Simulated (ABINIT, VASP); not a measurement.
VASP input:

**POSCAR**
```
Mo2N
1
   -2.1486370000     2.1486370000     4.0140460000
    2.1486370000    -2.1486370000     4.0140460000
    2.1486370000     2.1486370000    -4.0140460000
Mo N
4 2
Direct
  0.9869600000   0.4869600000   0.5000000000
  0.2369600000   0.2369600000   0.0000000000
  0.7630400000   0.7630400000   0.0000000000
  0.5130400000   0.0130400000   0.5000000000
  0.2500000000   0.7500000000   0.5000000000
  0.5000000000   0.5000000000   0.0000000000
```

### INCAR
```
# general
SYSTEM  = Mo2N
PREC    = Accurate
ENCUT   = 400   # plane-wave cut-off (eV)
LREAL   = .False.   # projection in real space or not
LASPH   = .True.   # aspherical one-centre terms

# electronic loop
EDIFF   = 1E-6   # SCF stop (eV)
NELM    = 100   # most electronic steps
ALGO    = Normal   # blocked Davidson
LMAXMIX = 4   # l cut-off of mixed one-centre charges

# smearing
ISMEAR  = -1
SIGMA   = 0.1   # width (eV)

# ions
ISIF    = 2

# output
LWAVE   = .False.
LCHARG  = .False.
```

File KPOINTS:
```
Automatic mesh
0
Gamma
7 7 7
0 0 0
```

POTCAR, in this order: Mo_sv N (LDA.64 set). Program: vasp_std.

Problem. Write an input for ABINIT that does the same calculation.

Solution. One input that does it (LDA (PW92), norm-conserving pseudopotentials (PseudoDojo nc-sr-04 LDA standard)):
```
# Mo2N, PseudoDojo nc-sr-04 LDA standard
pp_dirpath "./"
pseudos "Mo.upf, N.upf"
acell 3*1.0 Angstrom
rprim
        -2.1486370000    2.1486370000    4.0140460000
         2.1486370000   -2.1486370000    4.0140460000
         2.1486370000    2.1486370000   -4.0140460000
natom 6
ntypat 2
znucl 42 7
typat 1 1 1 1 2 2
xred
         0.9869600000    0.4869600000    0.5000000000
         0.2369600000    0.2369600000    0.0000000000
         0.7630400000    0.7630400000    0.0000000000
         0.5130400000    0.0130400000    0.5000000000
         0.2500000000    0.7500000000    0.5000000000
         0.5000000000    0.5000000000    0.0000000000
ecut 42
ixc 7
occopt 3
tsmear 0.00367493
nband 42
kptopt 1
ngkpt 7 7 7
nshiftk 1
shiftk 0 0 0
nstep 80
tolvrs 1.0e-11
prtwf 0
prtden 0
enunit 1
```
Both are inputs of real runs that ended normally. What can't carry over is the choice of potentials or basis and its cut-off, and each code's defaults.

VASP's LDA is the Perdew-Zunger fit; the other code's may be Perdew-Wang, which differs slightly.

The structure comes from a computed database's Mo2N entry (I4_1/amd); how it stands against other phases isn't given here. The cell was not relaxed at this level, and it may have been scaled.
